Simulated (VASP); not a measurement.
A run of VASP 6.6.1:

Contents of INCAR:

```
SYSTEM = Mg6CrCu
PREC = Accurate
ENCUT = 520
EDIFF = 1E-7
ISMEAR = -1
SIGMA = 0.05
LREAL = .FALSE.
LASPH = .TRUE.
NELM = 120
ALGO = Normal
ISIF = 2
LWAVE = .FALSE.
LCHARG = .FALSE.
ISPIN = 2
MAGMOM = 0.6 3 0 0 0 0 0 0
LORBIT = 11
LMAXMIX = 4
GGA = PE
NBANDS = 32
```

Contents of KPOINTS:

```
regular mesh
0
G
  6 5 5
  0 0 0
```

POSCAR

```
Mg6CrCu
1.0
    4.9070180000      0.0000000000      0.0000000000
    0.0000000000      3.0655915000      5.2655970000
    0.0000000000     -3.0655915000      5.2655970000
Cu Cr Mg
1 1 6
Direct
    0.4927440000      0.8325880000      0.8306980000
    0.5031190000      0.3360640000      0.3212970000
   -0.0029100000      0.1713520000      0.1701630000
   -0.0079270000      0.6699320000      0.6793750000
   -0.0027200000      0.6694200000      0.1614150000
   -0.0017030000      0.1533140000      0.6719370000
    0.4941870000      0.8313490000      0.3282440000
    0.4906710000      0.3266450000      0.8373060000
```

Potentials or basis: VASP PAW PBE potentials, release 64 (Cu, Cr_pv, Mg).

The run is started by

```console
$ cat potpaw_PBE.64/Cu/POTCAR potpaw_PBE.64/Cr_pv/POTCAR potpaw_PBE.64/Mg/POTCAR > POTCAR
$ mpirun -np 1 vasp_std > vasp.out
```

Hardware: 1 thread of Intel(R) Xeon(R) Platinum 8488C (Sapphire Rapids), on a shared host.

**Question.** How long does it take, and how much memory?

**Answer.** It took 16 min on 1 thread of Intel(R) Xeon(R) Platinum 8488C (Sapphire Rapids), with other jobs on the host, peak memory 0.78 GiB. Counts: scf iterations 19, k points 76.
